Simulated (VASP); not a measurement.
Output of a VASP run:

OUTCAR:
```
 ion  position               nearest neighbor table
   1  0.000  0.000  0.000-   2 2.66   2 2.66   2 2.66   2 2.66
   2  0.250  0.250  0.250-   1 2.66   1 2.66   1 2.66   1 2.66
  LATTYP: Found a face centered cubic cell.
 ALAT       =     6.1433486114
 Subroutine PRICEL returns:
 Original cell was already a primitive cell.
 Subroutine GETGRP returns: Found 24 space group operations
The static configuration has the point symmetry T_d .
The dynamic configuration has the point symmetry T_d .
 Subroutine INISYM returns: Found 24 space group operations
 Subroutine IBZKPT returns following result:
 Found     16 irreducible k-points:

 Following reciprocal coordinates:
            Coordinates               Weight
  0.000000  0.000000  0.000000      1.000000
  0.166667  0.000000  0.000000      8.000000
  0.333333  0.000000  0.000000      8.000000
  0.500000  0.000000  0.000000      4.000000
  0.166667  0.166667  0.000000      6.000000
  0.333333  0.166667  0.000000     24.000000
  0.500000  0.166667  0.000000     24.000000
 -0.333333  0.166667  0.000000     24.000000
 -0.166667  0.166667  0.000000     12.000000
  0.333333  0.333333  0.000000      6.000000
  0.500000  0.333333  0.000000     24.000000
 -0.333333  0.333333  0.000000     12.000000
  0.500000  0.500000  0.000000      3.000000
  0.500000  0.333333  0.166667     24.000000
 -0.333333  0.333333  0.166667     24.000000
 -0.333333  0.500000  0.166667     12.000000
 Subroutine IBZKPT_HF returns following result:
   k-points           NKPTS =     16   k-points in BZ     NKDIM =    216   number of bands    NBANDS=     13
   number of dos      NEDOS =    301   number of ions     NIONS =      2
   total plane-waves  NPLWV =  32768
   dimension x,y,z NGX =    32 NGY =   32 NGZ =   32
   dimension x,y,z NGXF=    64 NGYF=   64 NGZF=   64
   ions per type =               1   1
   PREC   = accura    normal or accurate (medium, high low for compatibility)
   ISTART =      1    job   : 0-new  1-cont  2-samecut
   ICHARG =      0    charge: 1-file 2-atom 10-const
   ISPIN  =      1    spin polarized calculation?
   LNONCOLLINEAR =      F non collinear calculations
   LSORBIT =      F    spin-orbit coupling
   INIWAV =      1    electr: 0-lowe 1-rand  2-diag
   ENCUT  =  520.0 eV  38.22 Ry    6.18 a.u.   8.08  8.08  8.08*2*pi/ulx,y,z
   NELM   =     60;   NELMIN=  2; NELMDL=  0     # of ELM steps
   EDIFF  = 0.1E-05   stopping-criterion for ELM
   LREAL  =      F    real-space projection
   NLSPLINE    = F    spline interpolate recip. space projectors
   LMAXMIX     =    4 max onsite mixed and CHGCAR
   VOSKOWN=      0    Vosko Wilk Nusair interpolation
   EDIFFG = 0.1E-04   stopping-criterion for IOM
   NSW    =      0    number of steps for IOM
   NBLOCK =      1;   KBLOCK =      1    inner block; outer block
   IBRION =     -1    ionic relax: 0-MD 1-quasi-New 2-CG
   NFREE  =      0    steps in history (QN), initial steepest desc. (CG)
   ISIF   =      2    stress and relaxation
   ISYM   =      3    0-nonsym 1-usesym 2-fastsym
   TEIN   =    0.0    initial temperature
   TEBEG  =    0.0;   TEEND  =   0.0 temperature during run
   SMASS  =  -3.00    Nose mass-parameter (am)
   PSTRESS=    0.0 pullay stress
   NELECT =      18.0000    total number of electrons
   EFERMI =   0.00;   METHOD = LEGACY
   ISMEAR =     0;   SIGMA  =   0.05  broadening in eV -4-tet -1-fermi 0-gaus
   IALGO  =     38    algorithm
   LDIAG  =      T    sub-space diagonalisation (order eigenvalues)
   IMIX   =      1    mixing-type and parameters
     AMIX     =   0.40;   BMIX     =  1.00
     AMIX_MAG =   1.60;   BMIX_MAG =  1.00
     AMIN     =   0.10
   GGA     = PE    functional components
   VOSKOWN =     0    Vosko Wilk Nusair interpolation
   LHFCALC =     T    Hartree Fock is set to
   NKREDX  =     1    reduce k-point grid by
   AEXX    =    0.2500 exact exchange contribution
   HFSCREEN=    0.2000 screening length (either q_TF or 0.3 A-1)
   HFRCUT  =    0.0000 spherical cutoff for potential kernel
...
```

**OSZICAR**
```
       N       E                     dE             d eps       ncg     rms          rms(c)
DAV:   1    -0.686435299594E+01   -0.68644E+01   -0.48542E-01   421   0.729E+00    0.201E+00
DAV:   2    -0.686884009776E+01   -0.44871E-02   -0.34790E-02   471   0.259E+00    0.126E+00
DAV:   3    -0.686720861349E+01    0.16315E-02   -0.30587E-03   481   0.747E-01    0.762E-01
DAV:   4    -0.686680656062E+01    0.40205E-03   -0.48303E-04   461   0.237E-01    0.453E-01
DAV:   5    -0.686671055160E+01    0.96009E-04   -0.10243E-04   436   0.913E-02    0.265E-01
DAV:   6    -0.686668137754E+01    0.29174E-04   -0.16726E-05   451   0.394E-02    0.153E-01
DAV:   7    -0.686667038882E+01    0.10989E-04   -0.38260E-06   441   0.191E-02    0.875E-02
DAV:   8    -0.686666696932E+01    0.34195E-05   -0.18229E-06   441   0.119E-02    0.499E-02
DAV:   9    -0.686666601582E+01    0.95351E-06   -0.67309E-07   288   0.714E-03
   1 F= -.68666660E+01 E0= -.68666660E+01  d E =-.129576E-12
```

OUTCAR:
```
------------------------ aborting loop because EDIFF is reached ----------------------------------------
  FORCE on cell =-STRESS in cart. coord.  units (eV):
  Direction    XX          YY          ZZ          XY          YZ          ZX
  --------------------------------------------------------------------------------------
  Total        0.0625698      0.0625698      0.0625698      0.0000000      0.0000000      0.0000000
  in kB        1.7294969      1.7294969      1.7294969      0.0000000      0.0000000      0.0000000
  external PRESSURE =       1.7294969 kB  Pullay stress =       0.0000000 kB
  volume of cell :       57.96
      direct lattice vectors                 reciprocal lattice vectors
     0.000000000  3.071674306  3.071674306    -0.162777674  0.162777674  0.162777674
     3.071674306  0.000000000  3.071674306     0.162777674 -0.162777674  0.162777674
     3.071674306  3.071674306  0.000000000     0.162777674  0.162777674 -0.162777674
  FREE ENERGIE OF THE ION-ELECTRON SYSTEM (eV)
  ---------------------------------------------------
  free  energy   TOTEN  =        -6.8666660158 eV

  energy  without entropy=       -6.8666660158  energy(sigma->0) =       -6.86666602

  exchange ACFDT corr.  =         0.00000000  see jH, gK, PRB 81, 115126
```
(Selected blocks of OUTCAR.)

POSCAR:
```
CdSe
1
    0.0000000000     3.0716743057     3.0716743057
    3.0716743057     0.0000000000     3.0716743057
    3.0716743057     3.0716743057     0.0000000000
Cd Se
1 1
Direct
  0.0000000000   0.0000000000   0.0000000000
  0.2500000000   0.2500000000   0.2500000000
```

### Question
Reconstruct the remaining input files.

### Answer
One answer among several that fit: the input of the run itself, HSE06 screened hybrid, plane waves, VASP's PBE PAW potentials (set 64).

### KPOINTS
```
Automatic mesh
0
Gamma
6 6 6
0 0 0
```

### INCAR
```
! general
SYSTEM   = CdSe
PREC     = Accurate
ENCUT    = 520   ! plane-wave cut-off (eV)
LREAL    = .False.   ! projection in real space or not
LASPH    = .True.   ! aspherical one-centre terms
ISYM     = 3

! electronic loop
EDIFF    = 1E-6   ! SCF stop (eV)
NELM     = 60
ALGO     = Normal
LMAXMIX  = 4

! smearing
ISMEAR   = 0
SIGMA    = 0.05

! functional
GGA      = PE   ! PBE
LHFCALC  = .True.
AEXX     = 0.25
HFSCREEN = 0.2   ! 1/Angstrom
PRECFOCK = Fast

! ions
ISIF     = 2   ! forces and stress, cell fixed

! output
LWAVE    = .False.
LCHARG   = .False.
```

POTCAR, in this order: Cd Se (PBE.64 set). Program: vasp_std. Read from the step before: WAVECAR.

The compound is CdSe in the zinc blende structure, whereas wurtzite is the usual form. This cell is one point of a volume scan, at 0.97 of the reference volume. The cell's shape comes from a PBE relaxation.
